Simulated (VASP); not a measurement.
Method: PBE GGA, VASP's PBE PAW potentials (set 64) (plane waves; VASP 6.6.1).

VASP input:

### KPOINTS
```
Regular mesh
0
gamma
  6 6 6
```

### POSCAR
```
CdTe
1
    0.0000000000     3.3206167371     3.3206167371
    3.3206167371     0.0000000000     3.3206167371
    3.3206167371     3.3206167371     0.0000000000
Cd Te
1 1
Direct
  0.0000000000   0.0000000000   0.0000000000
  0.2500000000   0.2500000000   0.2500000000
```

### INCAR
```
SYSTEM = CdTe
PREC = Accurate; ENCUT = 480; LREAL = .FALSE.
LASPH = .TRUE.
EDIFF = 1E-7; NELM = 100; ALGO = Normal
LMAXMIX = 4
ISMEAR = 0; SIGMA = 0.05
GGA = PE
ISIF = 2
LWAVE = .FALSE.; LCHARG = .FALSE.
```

POTCAR, in this order: Cd Te (PBE.64 set). Program: vasp_std.

Output

OSZICAR:
```
       N       E                     dE             d eps       ncg     rms          rms(c)
DAV:   1     0.952272614511E+02    0.95227E+02   -0.79372E+03   424   0.111E+03
DAV:   2    -0.131094060326E+01   -0.96538E+02   -0.93594E+02   491   0.265E+02
DAV:   3    -0.500759951966E+01   -0.36967E+01   -0.36896E+01   486   0.545E+01
DAV:   4    -0.504424592019E+01   -0.36646E-01   -0.36644E-01   593   0.478E+00
DAV:   5    -0.504442314070E+01   -0.17722E-03   -0.17722E-03   471   0.267E-01    0.500E+00
DAV:   6    -0.482023408173E+01    0.22419E+00   -0.47054E-01   466   0.853E+00    0.414E+00
DAV:   7    -0.480526485369E+01    0.14969E-01   -0.11522E-01   461   0.244E+00    0.165E+00
DAV:   8    -0.480614350782E+01   -0.87865E-03   -0.97750E-03   436   0.135E+00    0.472E-01
DAV:   9    -0.480650314325E+01   -0.35964E-03   -0.10122E-03   476   0.356E-01    0.100E-01
DAV:  10    -0.480657302117E+01   -0.69878E-04   -0.12572E-04   451   0.118E-01    0.514E-02
DAV:  11    -0.480661948200E+01   -0.46461E-04   -0.87632E-05   434   0.629E-02    0.342E-02
DAV:  12    -0.480661838293E+01    0.10991E-05   -0.33610E-06   507   0.157E-02    0.191E-02
DAV:  13    -0.480661827628E+01    0.10665E-06   -0.68928E-07   441   0.447E-03    0.115E-02
DAV:  14    -0.480661833650E+01   -0.60222E-07   -0.86311E-07   446   0.603E-03
   1 F= -.48066183E+01 E0= -.48066183E+01  d E =-.749387E-11
```

File OUTCAR:
```
------------------------ aborting loop because EDIFF is reached ----------------------------------------
  FORCE on cell =-STRESS in cart. coord.  units (eV):
  Direction    XX          YY          ZZ          XY          YZ          ZX
  --------------------------------------------------------------------------------------
  Total       -0.1212183     -0.1212183     -0.1212183     -0.0000000     -0.0000000     -0.0000000
  in kB       -2.6521168     -2.6521168     -2.6521168     -0.0000000     -0.0000000     -0.0000000
  external PRESSURE =      -2.6521168 kB  Pullay stress =       0.0000000 kB
  volume of cell :       73.23
      direct lattice vectors                 reciprocal lattice vectors
     0.000000000  3.320616737  3.320616737    -0.150574438  0.150574438  0.150574438
     3.320616737  0.000000000  3.320616737     0.150574438 -0.150574438  0.150574438
     3.320616737  3.320616737  0.000000000     0.150574438  0.150574438 -0.150574438
  FREE ENERGIE OF THE ION-ELECTRON SYSTEM (eV)
  ---------------------------------------------------
  free  energy   TOTEN  =        -4.8066183365 eV

  energy  without entropy=       -4.8066183365  energy(sigma->0) =       -4.80661834
```
(Selected blocks of OUTCAR.)

The compound is CdTe in the zinc blende structure. This cell was strained or had an atom moved on purpose.
